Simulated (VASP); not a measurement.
## HgO (relaxed from the zincblende structure, space group F-43m): computed properties

The numbers are results of LDA (Ceperley-Alder, Perdew-Zunger), VASP's LDA PAW potentials (set 64) (plane waves; VASP), not measurements.

* **space group**: F-43m (216)
* **cell**: a = 5.1552 Å, b = 5.1552 Å, c = 5.1552 Å, α = 90.00°, β = 90.00°, γ = 90.00°
* **volume per atom**: 17.13 Å^3/atom
* **band gap (over mesh and band path)**: none (metal, semimetal or under 0.01 eV)
* **band gap with spin-orbit coupling**: 0.19 eV
* **density**: 10.50 g/cm³

```
HgO
1.0
    0.00000     2.57758     2.57758
    2.57758     0.00000     2.57758
    2.57758     2.57758     0.00000
O Hg
1 1
Direct
  0.25000   0.25000   0.25000
  0.00000   0.00000   0.00000
```

Unless said otherwise, spin-orbit coupling is left out, though it shifts the bands of the heavy elements here.

The structure was generated: HgO was put into the zincblende type (F-43m), which need not be its known phase. It was relaxed first, which changed the volume by +14 %. Symmetry was kept, so distortions that lower it aren't found.
